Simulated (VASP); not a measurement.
Computed with revPBE GGA, VASP's PBE PAW potentials (set 64) (plane waves; VASP).

The input files of a VASP run:

File KPOINTS:
```
Automatic mesh
0
Gamma
1 1 1
0 0 0
```

INCAR:
```
! general
SYSTEM  = K atom
PREC    = Normal
ENCUT   = 520
LREAL   = .FALSE.
LASPH   = .TRUE.
ISYM    = 0

! electronic loop
EDIFF   = 1E-6
NELM    = 200
ALGO    = All

! smearing
ISMEAR  = 0
SIGMA   = 0.01

! functional
GGA     = RE

! spin
ISPIN   = 2
MAGMOM  = 1
NUPDOWN = 1

! output
LWAVE   = .FALSE.
LCHARG  = .FALSE.
LORBIT  = 10
```

File POSCAR:
```
K atom
1
   12.0000000000     0.0000000000     0.0000000000
    0.0000000000    12.5000000000     0.0000000000
    0.0000000000     0.0000000000    13.0000000000
K
1
Direct
  0.0000000000   0.0000000000   0.0000000000
```

POTCAR, in this order: K_sv (PBE.64 set). Program: vasp_gam. Read from the step before: WAVECAR.

What VASP printed:

**OSZICAR**
```
       N       E                     dE             d eps       ncg     rms           ort
SDA:   1    -0.179721780785E+00   -0.17972E+00    0.00000E+00     9   0.843E-02   0.000E+00
CGA:   2    -0.182164163388E+00   -0.24424E-02   -0.24423E-02     9   0.345E-02   0.136E-05
CGA:   3    -0.182712574144E+00   -0.54841E-03   -0.55126E-03     9   0.677E-03   0.593E-04
CGA:   4    -0.182859253184E+00   -0.14668E-03   -0.14654E-03     9   0.335E-03   0.165E-04
CGA:   5    -0.182963144161E+00   -0.10389E-03   -0.10389E-03     9   0.171E-03  -0.262E-06
CGA:   6    -0.183007811129E+00   -0.44667E-04   -0.44440E-04     9   0.961E-04   0.479E-05
CGA:   7    -0.183040681597E+00   -0.32870E-04   -0.31657E-04     9   0.512E-04   0.118E-04
CGA:   8    -0.183057031791E+00   -0.16350E-04   -0.16006E-04     9   0.190E-04   0.700E-05
CGA:   9    -0.183064351151E+00   -0.73194E-05   -0.70559E-05     9   0.102E-04   0.285E-05
CGA:  10    -0.183068438980E+00   -0.40878E-05   -0.39660E-05     9   0.419E-05   0.128E-05
CGA:  11    -0.183070032335E+00   -0.15934E-05   -0.15836E-05     9   0.148E-05   0.113E-06
CGA:  12    -0.183070503555E+00   -0.47122E-06   -0.46270E-06     9   0.468E-06   0.199E-06
   1 F= -.18307050E+00 E0= -.18307050E+00  d E =-.118120E-14  mag=     1.0000
```

OUTCAR:
```
------------------------ aborting loop because EDIFF is reached ----------------------------------------
  FORCE on cell =-STRESS in cart. coord.  units (eV):
  Direction    XX          YY          ZZ          XY          YZ          ZX
  --------------------------------------------------------------------------------------
  Total       -0.0603012     -0.0452188     -0.0344284      0.0000000     -0.0000000     -0.0000000
  in kB       -0.0495453     -0.0371531     -0.0282874      0.0000000     -0.0000000     -0.0000000
  external PRESSURE =      -0.0383286 kB  Pullay stress =       0.0000000 kB
  volume of cell :     1950.00
      direct lattice vectors                 reciprocal lattice vectors
    12.000000000  0.000000000  0.000000000     0.083333333  0.000000000  0.000000000
     0.000000000 12.500000000  0.000000000     0.000000000  0.080000000  0.000000000
     0.000000000  0.000000000 13.000000000     0.000000000  0.000000000  0.076923077
 POSITION                                       TOTAL-FORCE (eV/Angst)
 -----------------------------------------------------------------------------------
      0.00000      0.00000      0.00000         0.000000     -0.000000      0.000000
 -----------------------------------------------------------------------------------
    total drift:                                0.000000     -0.000000      0.000000
  FREE ENERGIE OF THE ION-ELECTRON SYSTEM (eV)
  ---------------------------------------------------
  free  energy   TOTEN  =        -0.1830705036 eV

  energy  without entropy=       -0.1830705036  energy(sigma->0) =       -0.18307050

 total charge

# of ion       s       p       d       tot
------------------------------------------
    1        1.989   5.563   0.000   7.551

 magnetization (x)

# of ion       s       p       d       tot
------------------------------------------
    1        0.042  -0.009   0.000   0.033
```
(Selected blocks of OUTCAR.)

The atom may not be in its lowest state.

The cell is a free atom in a box.
